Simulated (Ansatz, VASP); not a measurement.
**B2O3: VASP beside Ansatz**

Wanted: the spread between two codes on one cell, functional and k mesh. The structure shown is frame 163 of Ansatz's trajectory.

Method: plane waves, with VASP 6.6.1 beside it; single point at PBE, in Ansatz 0.2.0.

### Step 1. Set-up

The cell holds 85 atoms: 34 B and 51 O. Its edges and angles: a = 10.297 Å, b = 10.297 Å, c = 10.297 Å, α = 90.0°, β = 90.0°, γ = 90.0°. As first built, before any earlier steps moved the atoms (in the runner's words): 85 atoms (34 B, 51 O) placed at random at 1.8 g/cm^3, melted at 3000 K for 20 ps at fixed volume with the Buckingham and Coulomb pair potential of Guillot and Sator (Geochim. Cosmochim. Acta 71, 1249 (2007)) with the boron terms of Wang et al. (J. Non-Cryst. Solids 498, 294 (2018)). Quenched from 3000 K to 300 K at 10 K/ps and fixed volume, held 5 ps.

### Step 2. Ansatz: dynamics, PBE

Ansatz runs on its default PAW (the set named soft_2) files.

One frame of this run of dynamics is then solved in both programs, so the motion causes no difference.

The input, input.yaml:

```yaml
crystal:
  lattice:
    - [10.2971, 0.0, 0.0]
    - [0.0, 10.2971, 0.0]
    - [0.0, 0.0, 10.2971]
  atoms:
    - { symbol: B, position: [0.79601, 0.58666, 0.85421] }
    - { symbol: B, position: [0.26977, 0.79406, 0.38595] }
    - { symbol: B, position: [0.25168, 0.9168, 0.89472] }
    - { symbol: B, position: [0.03225, 0.86432, 0.76776] }
    - { symbol: B, position: [0.90635, 0.75321, 0.56053] }
    - { symbol: B, position: [0.42521, 0.9606, 0.51684] }
    - { symbol: B, position: [0.71257, 0.32957, 0.52085] }
    - { symbol: B, position: [0.07466, 0.39996, 0.19325] }
    - { symbol: B, position: [0.78262, 0.19308, 0.95537] }
    - { symbol: B, position: [0.90302, 0.58201, 0.29575] }
    - { symbol: B, position: [0.68304, 0.20043, 0.30079] }
    - { symbol: B, position: [0.87291, 0.0979, 0.64] }
    - { symbol: B, position: [0.51702, 0.09023, 0.14273] }
    - { symbol: B, position: [0.50415, 0.57732, 0.48138] }
    - { symbol: B, position: [0.54253, 0.83969, 0.23698] }
    - { symbol: B, position: [0.61027, 0.7794, 0.85877] }
    - { symbol: B, position: [0.44818, 0.68441, 0.04614] }
    - { symbol: B, position: [0.23298, 0.14048, 0.51723] }
    - { symbol: B, position: [0.22366, 0.53893, 0.02224] }
    - { symbol: B, position: [0.26174, 0.60973, 0.56332] }
    - { symbol: B, position: [0.61992, 0.22946, 0.7456] }
    - { symbol: B, position: [0.1348, 0.49443, 0.77104] }
    - { symbol: B, position: [0.66834, 0.77498, 0.46561] }
    - { symbol: B, position: [0.87574, 0.51816, 0.60983] }
    - { symbol: B, position: [0.63751, 0.96545, 0.67498] }
    - { symbol: B, position: [0.44416, 0.09458, 0.88747] }
    - { symbol: B, position: [0.65505, 0.49924, 0.2846] }
    - { symbol: B, position: [0.86266, 0.03275, 0.38438] }
    - { symbol: B, position: [0.75099, 0.42239, 0.05907] }
    - { symbol: B, position: [0.21137, 0.91937, 0.15722] }
    - { symbol: B, position: [0.0726, 0.24144, 0.69625] }
    - { symbol: B, position: [0.14747, 0.15747, 0.26028] }
    - { symbol: B, position: [0.87984, 0.9486, 0.97721] }
    - { symbol: B, position: [0.9209, 0.8379, 0.22321] }
    - { symbol: O, position: [0.16163, 0.87455, 0.80054] }
    - { symbol: O, position: [0.80002, 0.29453, 0.04727] }
    - { symbol: O, position: [0.2194, 0.69957, 0.46323] }
    - { symbol: O, position: [0.82471, 0.06906, 0.97978] }
    - { symbol: O, position: [0.51172, 0.16902, 0.79496] }
    - { symbol: O, position: [0.63629, 0.2783, 0.61789] }
    - { symbol: O, position: [0.78138, 0.51288, 0.96718] }
    - { symbol: O, position: [0.48219, 0.10614, 0.01852] }
    - { symbol: O, position: [0.98775, 0.82463, 0.64283] }
    - { symbol: O, position: [0.34577, 0.06686, 0.54457] }
    - { symbol: O, position: [0.93991, 0.8951, 0.86314] }
    - { symbol: O, position: [0.50406, 0.96583, 0.19635] }
    - { symbol: O, position: [0.71463, 0.23764, 0.84807] }
    - { symbol: O, position: [0.34381, 0.59794, 0.03454] }
    - { symbol: O, position: [0.50935, 0.74402, 0.93856] }
    - { symbol: O, position: [0.17351, 0.04721, 0.18517] }
    - { symbol: O, position: [0.74704, 0.05041, 0.66885] }
    - { symbol: O, position: [0.71494, 0.69715, 0.84994] }
    - { symbol: O, position: [0.1946, 0.15824, 0.38836] }
    - { symbol: O, position: [0.8584, 0.54166, 0.74563] }
    - { symbol: O, position: [0.94614, 0.70858, 0.25359] }
    - { symbol: O, position: [0.08483, 0.36866, 0.74807] }
    - { symbol: O, position: [0.81497, 0.41109, 0.5608] }
    - { symbol: O, position: [0.16828, 0.47104, 0.12575] }
    - { symbol: O, position: [0.76994, 0.09638, 0.31071] }
    - { symbol: O, position: [0.96041, 0.16666, 0.71317] }
    - { symbol: O, position: [0.89532, 0.08294, 0.50394] }
    - { symbol: O, position: [0.4906, 0.73624, 0.1663] }
    - { symbol: O, position: [0.08702, 0.2657, 0.2078] }
    - { symbol: O, position: [0.1748, 0.19668, 0.62438] }
    - { symbol: O, position: [0.6895, 0.29807, 0.39227] }
    - { symbol: O, position: [0.55227, 0.94897, 0.57175] }
    - { symbol: O, position: [0.16498, 0.53877, 0.89643] }
    - { symbol: O, position: [0.33925, 0.0158, 0.86203] }
    - { symbol: O, position: [0.21846, 0.83092, 0.26234] }
    - { symbol: O, position: [0.78448, 0.80149, 0.52367] }
    - { symbol: O, position: [0.66179, 0.4513, 0.15739] }
    - { symbol: O, position: [0.37747, 0.86074, 0.43664] }
    - { symbol: O, position: [0.76932, 0.56179, 0.31545] }
    - { symbol: O, position: [0.58972, 0.67717, 0.52175] }
    - { symbol: O, position: [0.55116, 0.50915, 0.37532] }
    - { symbol: O, position: [0.97902, 0.46976, 0.26167] }
    - { symbol: O, position: [0.92254, 0.62154, 0.53906] }
    - { symbol: O, position: [0.38857, 0.56194, 0.54963] }
    - { symbol: O, position: [0.89043, 0.87792, 0.09622] }
    - { symbol: O, position: [0.63454, 0.81597, 0.33759] }
    - { symbol: O, position: [0.5787, 0.18397, 0.21389] }
    - { symbol: O, position: [0.92937, 0.93458, 0.31299] }
    - { symbol: O, position: [0.23326, 0.88219, 0.02652] }
    - { symbol: O, position: [0.60463, 0.89241, 0.7823] }
    - { symbol: O, position: [0.17807, 0.56705, 0.66201] }
kpoints:
  mp_grid: { grid: [1, 1, 1] }
hamiltonian:
  xc: pbe
scf:
  occupations: { method: fixed }
output:
  forces: true
md:
  timestep: 1.0
  n_steps: 488
  ensemble: nvt_nose_hoover
  temperature: 600
  initial_velocities: maxwell_boltzmann
  seed: 8536
```

Launch:

```console
$ ansatz run input.yaml --threads 4 --pin off --max-ram 8192MiB --backend cpu --events-out ev --progress --plain --runs-dir out
```

Numbers of over 12 decimals in the logs are rounded to 6 here.

Output:

```text
Warning: md: disabling space-group detection — thermal motion breaks the input geometry's symmetry, so no spatial operation reduces the k-mesh or symmetrises the density; time reversal is kept, so that k and −k are solved as one point where they differ and the mesh holds both, and exact exchange and, on two spinor components, a DFT+U term hold to it where the run has them: on two components no moment then forms, and  [...]
Engine: ansatz 0.2.0, aarch64-unknown-linux-gnu
Pseudopotentials: kind: paw
Pseudopotential: B, paw, valence charge 3, recommended cutoff 420 eV (normal), B.paw.azcp
Pseudopotential: O, paw, valence charge 6, recommended cutoff 420 eV (normal), O.paw.azcp
Functional definition: PBE
  parameter kappa = 0.804
  parameter beta = 0.066725
  exchange = pbe_x(kappa = kappa, mu = beta*pi^2/3)
  correlation = pbe_c(beta = beta)
Crystal: 85 atoms, lattice volume = 1091.804 Å³
Basis set: ecut = 420 eV, 21367 PW (Γ), exchange–correlation on 144×144×144 points (8 copies of the dense FFT grid, shifted against one another)
Bands: 289, of which v1, the nominal top of the filled ones, is band 204 counted from 1 (203 counted from 0)
Symmetry: 1 space group operations
k-points: 1
Non-local potential: B, projectors of the file, l = 0: 2, l = 1: 2, l = 2: 1
Non-local potential: O, projectors of the file, l = 0: 2, l = 1: 2, l = 2: 1
PAW form: soft (Blöchl's): semilocal exchange-correlation on the pseudo side does not see the compensation charge
PAW one-centre angular grid: B, 110 points (default); XC on 64 Gauss nodes
PAW one-centre angular grid: O, 110 points (default); XC on 64 Gauss nodes
Initial density: superposition of atomic densities (neutral atoms: chi_scale 0, normalization atom), corrected by the library's trained network
Initial wavefunctions: pseudopotential atomic-orbital guess
Functional: x = pbe(κ = 0.804, μ = 0.219515), c = pbe(β = 0.066725)
SCF iter   1: F=—  HF=-34301.482651 eV  |F-HF|=—  |Δ(HF+E_count)|=         —  Δρ=4.04e-3  dr2=1.43e-1  ethr=1.77e-3  ⟨swp⟩=6.0  Hψ=929  notcnv=0  defer=82
preconditioner: auto → Resta (q_TF=auto, 2.315 Å⁻¹)  ε∞=2.9  [insulator: Δε(μ)=4.722 eV  Ē_g=16.548 eV  n_scr=250 (ndim 8)  ℏωp=22.7 eV  f_vac=0.239  ε∞_Penn≈2.9]
SCF iter   2: F=—  HF=-34301.480375 eV  |F-HF|=—  |Δ(HF+E_count)|=   2.28e-3  Δρ=1.82e-3  dr2=2.10e-2  ethr=3.51e-5  ⟨swp⟩=3.0  Hψ=452  notcnv=0  defer=83
SCF iter   3: F=—  HF=-34301.487000 eV  |F-HF|=—  |Δ(HF+E_count)|=   6.63e-3  Δρ=7.17e-4  dr2=5.23e-3  ethr=5.15e-6  ⟨swp⟩=3.0  Hψ=367  notcnv=0  defer=58
automatic band count: iteration 3 solves 264 bands in place of 289: the levels show a gap, and the empty bands left out lie too high to hold charge; the band table lists the bands solved (type scf.n_extra_bands for more)
SCF iter   4: F=—  HF=-34301.487934 eV  |F-HF|=—  |Δ(HF+E_count)|=   9.34e-4  Δρ=1.87e-4  dr2=3.78e-4  ethr=1.28e-6  ⟨swp⟩=2.0  Hψ=343  notcnv=0  defer=58
SCF iter   5: F=—  HF=-34301.487938 eV  |F-HF|=—  |Δ(HF+E_count)|=   3.90e-6  Δρ=8.65e-5  dr2=7.17e-5  ethr=9.26e-8  ⟨swp⟩=2.0  Hψ=382  notcnv=0  defer=58
SCF iter   6: F=—  HF=-34301.489583 eV  |F-HF|=—  |Δ(HF+E_count)|=   1.65e-3  Δρ=2.20e-5  dr2=5.97e-6  ethr=1.76e-8  ⟨swp⟩=2.0  Hψ=417  notcnv=0  defer=58
SCF iter   7: F=—  HF=-34301.489584 eV  |F-HF|=—  |Δ(HF+E_count)|=   5.52e-7  Δρ=1.20e-5  dr2=1.35e-6  ethr=1.46e-9  ⟨swp⟩=2.0  Hψ=412  notcnv=0  defer=58
SCF iter   8: F=—  HF=-34301.489584 eV  |F-HF|=—  |Δ(HF+E_count)|=   3.69e-7  Δρ=3.58e-6  dr2=1.37e-7  ethr=3.32e-10  ⟨swp⟩=2.0  Hψ=412  notcnv=0  defer=58
SCF iter   9: F=-34301.489584 eV  HF=-34301.489584 eV  |F-HF|=9.68e-9  |Δ(HF+E_count)|=   3.74e-8  Δρ=1.05e-6  dr2=1.42e-8  ethr=2.08e-11  ⟨swp⟩=4.0  Hψ=783  notcnv=0
SCF 1 converged in 9 iterations: F = -34301.489584 eV  dr2 = 1.42e-8
  greatest PAW one-centre occupation: 0.860 electrons in one spin orbital (limit 2), on the O atom at site 76 (counted from 0), in its partial waves of l = 0
md step     0: t =     0.00 fs  T =   600.0 K  F+E_penalty+E_count = -34301.48958350 eV  E_kin = 6.514704 eV  conserved = -34294.97487956 eV  (9 SCF iters)
[...]
md step   483: t =   483.00 fs  T =   577.8 K  F+E_penalty+E_count = -34304.26982275 eV  E_kin = 6.273370 eV  conserved = -34294.97808484 eV  (4 SCF iters)
[...]
md step   484: t =   484.00 fs  T =   570.8 K  F+E_penalty+E_count = -34304.18374148 eV  E_kin = 6.197971 eV  conserved = -34294.97666178 eV  (4 SCF iters)
[...]
md step   485: t =   485.00 fs  T =   561.1 K  F+E_penalty+E_count = -34304.06698640 eV  E_kin = 6.092456 eV  conserved = -34294.97467352 eV  (4 SCF iters)
[...]
md step   486: t =   486.00 fs  T =   551.4 K  F+E_penalty+E_count = -34303.95009692 eV  E_kin = 5.986769 eV  conserved = -34294.97270933 eV  (3 SCF iters)
[...]
md step   487: t =   487.00 fs  T =   544.4 K  F+E_penalty+E_count = -34303.86372763 eV  E_kin = 5.911033 eV  conserved = -34294.97133667 eV  (3 SCF iters)
[...]
md step   488: t =   488.00 fs  T =   542.2 K  F+E_penalty+E_count = -34303.82978953 eV  E_kin = 5.886861 eV  conserved = -34294.97092734 eV  (8 SCF iters)
SCF converged after 8 iterations
Free energy (F): -34303.829790 eV
Harris-Foulkes:  -34303.829790 eV  (|F-HF|=4.94e-8)
Internal energy: -34303.829790 eV  (E = F + TS)
E sigma→0 (E₀):  -34303.829790 eV
Fermi energy:    0.587666 eV
--- Per-component energies (eV) ---
  E_band       = -2958.058183
  E_kinetic    = 10595.041180
  E_local      = -33332.351556  (includes V_loc(G=0)·N_el)
  E_nonlocal   = 2854.569207
  E_hartree    = 12450.752125
  E_xc         = -4788.439073
  E_vxc        = -6007.299606  (∫ρ·V_xc dr)
  E_paw        = -10783.290708  (= ΣΔE_a)
  E_vpaw       = -1969.668585  (= ΣTr[D̂ρ^β])
  E_aug_tail   = 0.130831  (compensation charges beyond the density's cutoff)
  E_ewald      = -11300.241795
  E_smearing   = -0.000000  (= −TS)
  E_closure    = -0.000000  (closes the sum)
  Σ components = -34303.829790   (vs F -34303.829790, Δ=0.00e0)
--- Forces (eV/Å), atoms counted from 1 ---
  atom   1  B     -0.40080102     0.04927063    -0.94057438
  atom   2  B      0.37498904    -0.17743176    -0.70331280
  atom   3  B      0.28788385    -0.28639901     0.33407042
  atom   4  B      1.07144583     0.56201906     1.16492794
  atom   5  B     -0.25519289    -0.13004853    -1.17431065
  atom   6  B     -0.23595590     0.99914381     0.59514602
  atom   7  B     -2.09925576     0.22016089    -1.91458290
  atom   8  B      0.40139320    -0.16121996     0.08219150
  atom   9  B      0.42866043     0.53504072     0.47085384
  atom  10  B     -1.18798531    -2.58763549     0.13053678
  atom  11  B      0.01237663    -0.21095070     0.63475248
  atom  12  B     -1.00281754    -0.42604174     0.83362090
  atom  13  B      1.04344688    -1.86864839    -0.21356091
  atom  14  B      1.35635163     1.45814601     0.54619688
  atom  15  B     -2.00927639     0.67042788     0.08218217
  atom  16  B     -3.33778697     1.21659358     0.20752970
  atom  17  B     -0.02851519    -0.25707411    -0.62556290
  atom  18  B     -1.94247911     0.35870061     1.80815100
  atom  19  B      0.97606868     1.88904301    -0.53795826
  atom  20  B     -1.73184754     1.26219328     0.13151218
  atom  21  B      0.42501549     0.43718779     1.62164121
  atom  22  B      0.24812883    -0.64440246     0.92343319
  atom  23  B     -3.66795469    -1.53866307     0.28071945
  atom  24  B      1.19786704     1.01406417     2.28006593
[...]
atom  78  O      1.81982819    -0.89266029    -0.74945577
  atom  79  O      0.52954893    -0.75813737    -0.02645108
  atom  80  O      1.25464422     0.71384515    -0.70635855
  atom  81  O      0.09634044     1.23339935     1.13319248
  atom  82  O      1.65495790    -1.95931382    -0.11516866
  atom  83  O     -0.39685651     0.88280511     1.03269746
  atom  84  O      0.44395494     0.18694465    -0.42462710
  atom  85  O      1.68509432    -0.24697009     0.06003432
  max |Σ_I F_I| component: 7.98e-5 eV/Å
--- MD trajectory: 488 steps, t = 0.0 → 488.0 fs ---
  final state: T = 542.2 K   F+E_penalty+E_count = -34303.82978953 eV   E_kin = 5.886861 eV
  conserved energy: peak-to-peak 2.467e-2 eV (2.902e-4 eV/atom) over 488.0 fs
```

(Continued in part 2 of 2.)

[Lines on the potential files, build, host, timing and source positions are cut from VASP's logs without a mark.]

[Logs are printed without paths, hosts, clocks, repeated set-up lines and the standing remarks that a program may print on its own settings, such as how far it seeks lower states.]

[Hosts, paths, dates, database ids (printed as entryN), source tags and the programs' standing remarks are cut or masked in the printed files.]
